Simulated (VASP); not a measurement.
A convergence study with VASP on CsI (CsCl type): one setting is varied, all else stays as given below, so the limit is that of these other settings.

```yaml
crystal:
  lattice:
    - [4.57000, 0.00000, 0.00000]
    - [0.00000, 4.57000, 0.00000]
    - [0.00000, 0.00000, 4.57000]
  atoms:
    - { symbol: Cs, position: [0.00000, 0.00000, 0.00000] }
    - { symbol: I, position: [0.50000, 0.50000, 0.50000] }
```

All values below come from PBE GGA, VASP's PBE PAW potentials (set 64) (plane waves; VASP). The tightest run used: 550 eV cut-off, 15×15×15 Γ-centred mesh, Gaussian smearing of 0.050 eV, potentials Cs_sv I.

Q: The settings run are 1×1×1 mesh; 2×2×2 mesh; 4×4×4 mesh; 5×5×5 mesh; 6×6×6 mesh; 8×8×8 mesh; 9×9×9 mesh; 10×10×10 mesh; 11×11×11 mesh; 12×12×12 mesh; 14×14×14 mesh; 15×15×15 mesh. From which on does the stress (every component) stay within 0.5 GPa of the tightest run?

A: From 4×4×4 mesh on: it is off by 0.02 there and by no more than 0.5 in any finer run, while 2×2×2 mesh is off by 0.90.
```csv
setting,E (eV/atom),pressure (GPa),irreducible k-points,difference judged (GPa)
1×1×1 mesh,-0.6847,14.17,1,13.41
2×2×2 mesh,-2.6061,1.66,4,0.90
4×4×4 mesh,-2.7128,0.78,10,0.02
5×5×5 mesh,-2.7139,0.76,10,0.00
6×6×6 mesh,-2.7141,0.76,20,0.00
8×8×8 mesh,-2.7142,0.76,35,0.00
9×9×9 mesh,-2.7142,0.76,35,0.00
10×10×10 mesh,-2.7142,0.76,56,0.00
11×11×11 mesh,-2.7142,0.76,56,0.00
12×12×12 mesh,-2.7142,0.76,84,0.00
14×14×14 mesh,-2.7142,0.76,120,0.00
15×15×15 mesh,-2.7142,0.76,120,0.00
```

Left out are rungs that failed or repeat a setting and relaxations that didn't move; long series are thinned to 24 rows.

The compound is CsI in the CsCl type structure. The cell was not relaxed at this level.
